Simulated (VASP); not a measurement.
TiTe2:

```
Ti Te
1.0
     3.86351    0.00000    0.00000
    -1.93176    3.34590    0.00000
     0.00000    0.00000    6.73085
Ti Te
1 2
Direct
  0.00000 0.00000 0.00000
  0.66667 0.33333 0.25723
  0.33333 0.66667 0.74277
```

The cell isn't the ideal one: a relaxed cell with its volume scaled by 1.06.

- Program: VASP 6.6.1
- Task: relaxation of shape and atoms at fixed volume
- Functional: PBE
- Potentials or basis: VASP PAW PBE potentials, release 64 (Ti, Te)
- Cutoff: 300 eV
- k mesh: 6 × 6 × 3
- Occupations: methfessel-paxton, width 0.1 eV
- Spin: no spin polarisation

At the start: pressure -3.1 GPa; volume 29.00 Å³/atom.

Task: How do energy, volume and symmetry change on relaxing?

Result: Over 7 steps the energy falls by 12.3 meV/atom; space group P-3m1 (No. 164, to 0.05 Å).

Step by step:
```tsv
step	energy change (eV)	largest force (eV/Å)	pressure (GPa)
1	0.0000	0.4586	-3.12
2	-0.0165	0.2833	-2.52
3	-0.0262	0.0245	-1.60
4	-0.0321	0.0215	-1.34
5	-0.0369	0.0185	-0.74
6	-0.0369	0.0184	-0.72
7	-0.0369	0.0008	-0.66
```

Final structure:
```cif
data_structure
_symmetry_space_group_name_H-M 'P 1'
_symmetry_Int_Tables_number 1
_cell_length_a 3.8060
_cell_length_b 3.8060
_cell_length_c 6.9357
_cell_angle_alpha 90.000
_cell_angle_beta 90.000
_cell_angle_gamma 120.000
_cell_volume 87.01
loop_
_atom_site_label
_atom_site_type_symbol
_atom_site_fract_x
_atom_site_fract_y
_atom_site_fract_z
_atom_site_occupancy
Ti1 Ti 0.00000 0.00000 0.00000 1
Te1 Te 0.66667 0.33333 0.24545 1
Te2 Te 0.33333 0.66667 0.75455 1
```

Caveat: this functional lacks dispersion, which binds the layers, so the pressure and a relaxed spacing across them are unreliable.
